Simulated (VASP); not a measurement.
Output of a VASP run:

**OSZICAR**
```
       N       E                     dE             d eps       ncg     rms          rms(c)
DAV:   1     0.556522487352E+02    0.55652E+02   -0.31174E+03   752   0.797E+02
DAV:   2     0.610242122196E+01   -0.49550E+02   -0.49146E+02  1024   0.121E+02
DAV:   3     0.208176662932E+01   -0.40207E+01   -0.40189E+01   752   0.436E+01
DAV:   4     0.203166922802E+01   -0.50097E-01   -0.50083E-01  1448   0.592E+00
DAV:   5     0.203166125855E+01   -0.79695E-05   -0.79441E-05   880   0.668E-02    0.194E-01
DAV:   6     0.203257456344E+01    0.91330E-03   -0.92142E-04  1336   0.176E-01    0.121E-01
DAV:   7     0.203281906434E+01    0.24450E-03   -0.25520E-03   912   0.292E-01    0.300E-02
DAV:   8     0.203267219692E+01   -0.14687E-03   -0.25606E-04  1056   0.792E-02    0.752E-03
DAV:   9     0.203265103109E+01   -0.21166E-04   -0.30287E-05  1088   0.231E-02    0.336E-03
DAV:  10     0.203264589696E+01   -0.51341E-05   -0.17755E-05   944   0.182E-02    0.111E-03
DAV:  11     0.203264559987E+01   -0.29709E-06   -0.45540E-07  1288   0.341E-03    0.246E-04
DAV:  12     0.203264549968E+01   -0.10019E-06   -0.16370E-07   960   0.176E-03    0.103E-04
DAV:  13     0.203264548264E+01   -0.17038E-07   -0.11962E-08   616   0.646E-04
   1 F= 0.20326455E+01 E0= 0.20326455E+01  d E =0.000000E+00
```

**OUTCAR**
```
------------------------ aborting loop because EDIFF is reached ----------------------------------------
  FORCE on cell =-STRESS in cart. coord.  units (eV):
  Direction    XX          YY          ZZ          XY          YZ          ZX
  --------------------------------------------------------------------------------------
  Total        0.0033444      0.0033444      0.0033444     -0.0000000      0.0000000     -0.0000000
  in kB        0.0524831      0.0524831      0.0524831     -0.0000000      0.0000000     -0.0000000
  external PRESSURE =       0.0524831 kB  Pullay stress =       0.0000000 kB
  volume of cell :      102.10
      direct lattice vectors                 reciprocal lattice vectors
    -2.944306574  2.944306574  2.944306574     0.000000000  0.169819272  0.169819272
     2.944306574 -2.944306574  2.944306574     0.169819272  0.000000000  0.169819272
     2.944306574  2.944306574 -2.944306574     0.169819272  0.169819272  0.000000000
 POSITION                                       TOTAL-FORCE (eV/Angst)
 -----------------------------------------------------------------------------------
      0.00000      0.00000      0.00000         0.000000      0.000000      0.000000
 -----------------------------------------------------------------------------------
    total drift:                               -0.000000      0.000000      0.000000
  FREE ENERGIE OF THE ION-ELECTRON SYSTEM (eV)
  ---------------------------------------------------
  free  energy   TOTEN  =         2.0326454826 eV

  energy  without entropy=        2.0326454826  energy(sigma->0) =        2.03264548

 total charge

# of ion       s       p       d       tot
------------------------------------------
    1        1.852   4.646   0.013   6.512
```
(Selected blocks of OUTCAR.)

POSCAR:
```
Cs
1
   -2.9443065742     2.9443065742     2.9443065742
    2.9443065742    -2.9443065742     2.9443065742
    2.9443065742     2.9443065742    -2.9443065742
Cs
1
Direct
  0.0000000000   0.0000000000   0.0000000000
```

Question: Write an INCAR and KPOINTS that could have produced this output.

Answer: One answer among several that fit: the input of the run itself, optB88-vdW, plane waves, VASP's PBE PAW potentials (set 64).

**KPOINTS**
```
Automatic mesh
0
Gamma
10 10 10
0 0 0
```

**INCAR**
```
# general
SYSTEM    =  Cs
PREC      =  Accurate
ENCUT     =  520
LREAL     =  .False.
LASPH     =  .True.

# electronic loop
EDIFF     =  1E-7
NELM      =  100
ALGO      =  Normal
LMAXMIX   =  4

# smearing
ISMEAR    =  -5

# functional
GGA       =  BO
LUSE_VDW  =  .True.
AGGAC     =  0.0
PARAM1    =  0.1833333333
PARAM2    =  0.22

# ions
ISIF      =  2

# output
LWAVE     =  .False.
LCHARG    =  .True.
LORBIT    =  11
NEDOS     =  601
```

POTCAR, in this order: Cs_sv (PBE.64 set). Program: vasp_std.

For a metal the tetrahedron method with Blöchl corrections gives inexact stress and forces.

The compound is Cs in the bcc structure. It was relaxed first, which changed the volume by -10 %.
